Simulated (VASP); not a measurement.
Computed with LDA (Ceperley-Alder, Perdew-Zunger), VASP's LDA PAW potentials (set 64) (plane waves; VASP).

A VASP calculation is set up with these files.

POSCAR:
```
WSe2
1.0
  1.5280915859  -2.6467306462   0.0000000000
  1.5280915859   2.6467306462   0.0000000000
  0.0000000000   0.0000000000  11.4815910253
W Se
2 4
Cartesian
  1.5280915859   0.8822453132   2.8703977563
  1.5280915859  -0.8822453132   8.6111932690
  1.5280915859   0.8822453132  10.3055935492
  1.5280915859  -0.8822453132   4.5647980366
  1.5280915859  -0.8822453132   1.1759974761
  1.5280915859   0.8822453132   6.9167929887
```

File KPOINTS:
```
Automatic
0
G
  8 8 2
0 0 0
```

INCAR:
```
! general
SYSTEM =WSe2
PREC   =Accurate
ENCUT  =500
LREAL  =F   ! projection in real space or not
LASPH  =T   ! aspherical one-centre terms

! electronic loop
EDIFF  =1E-6   ! SCF stop (eV)
NELM   =100
ALGO   =Normal   ! blocked Davidson
LMAXMIX=6

! smearing
ISMEAR =0   ! Gaussian
SIGMA  =0.05   ! width (eV)

! ions
IBRION =2   ! conjugate gradients
NSW    =40
ISIF   =3   ! ions, shape and volume
EDIFFG =-0.02   ! ionic stop
PSTRESS=450

! output
LWAVE  =F
LCHARG =F
```

POTCAR, in this order: W_sv Se (LDA.64 set). Program: vasp_std.

Q: What will the output report for the number of irreducible k-points (NKPTS), largest plane-wave count, number of space-group operations, FFT grid (NGX, NGY, NGZ)?

A: 
```
Property                                       Value
--------------------------------------  ------------
number of irreducible k-points (NKPTS)            20
largest plane-wave count                        2418
number of space-group operations                  24
FFT grid (NGX, NGY, NGZ)                24 × 24 × 84
```

The compound is WSe2 in the 2H layered structure. This run relaxes it under an external pressure of 45 GPa. Symmetry was kept, so distortions that lower it aren't found. The k-mesh is coarse (spacing up to 0.30 per Å, 2π included), so the numbers may not be converged in it.
